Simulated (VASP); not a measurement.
Given:

```
CELL_PARAMETERS angstrom
      1.90374    -3.29737     0.00000
      1.90374     3.29737     0.00000
      0.00000     0.00000     5.88356
ATOMIC_POSITIONS crystal
  Sn 0.00000 0.00000 0.00000
  Se 0.33333 0.66667 0.26813
  Se 0.66667 0.33333 0.73187
```

Computed with LDA (Ceperley-Alder, Perdew-Zunger), VASP's LDA PAW potentials (set 64) (plane waves; VASP). Numerical set-up: 400 eV cut-off, 8×8×4 Γ-centred mesh, tetrahedra with Blöchl corrections, potentials Sn_d Se.

The cores are frozen, which limits the accuracy of field gradients.

Task: Give the principal components of the electric field gradient (V/Å²) and the asymmetry η at each nucleus.

Result: 
| atom | Vxx | Vyy | Vzz | η |
|---|---|---|---|---|
| Sn1 | -3.3 | -3.3 | 6.6 | 0.00 |
| Se2 | 27.9 | 27.9 | -55.7 | 0.00 |
| Se3 | 27.9 | 27.9 | -55.7 | 0.00 |

The compound is SnSe2 in the 1T layered structure. It was relaxed first.
